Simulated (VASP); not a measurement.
Input:

```xyz
1
Lattice="0.0000 2.6672 2.6672 2.6672 0.0000 2.6672 2.6672 2.6672 0.0000" Properties=species:S:1:pos:R:3 pbc="T T T"
Ca     0.0000     0.0000     0.0000
```

The numbers are results of LDA (Ceperley-Alder, Perdew-Zunger), VASP's LDA PAW potentials (set 64) (plane waves; VASP), not measurements. Settings: 500 eV cut-off, 12×12×12 Γ-centred mesh, first-order Methfessel-Paxton smearing of 0.10 eV, potentials Ca_sv.

Energy and stress use the plane-wave basis of the starting cell.

Problem. The ions, cell shape and volume at an external pressure of 5.0 GPa are relaxed. Give the cell that the relaxation ends in.

Solution. 
```xyz
1
Lattice="0.0000 2.5033 2.5033 2.5033 0.0000 2.5033 2.5033 2.5033 0.0000" Properties=species:S:1:pos:R:3 pbc="T T T"
Ca     0.0000     0.0000     0.0000
```
Space group Fm-3m (225), at a tolerance of 0.03 Å.

Problem. How do energy and volume change from the first to the last step?

Solution. The energy (σ→0) changes by +85.7 meV/atom and the volume by -17.3 %, in 3 ionic steps.

The compound is Ca in the fcc structure. This run relaxes it under an external pressure of 5 GPa. Symmetry was kept, so distortions that lower it aren't found.
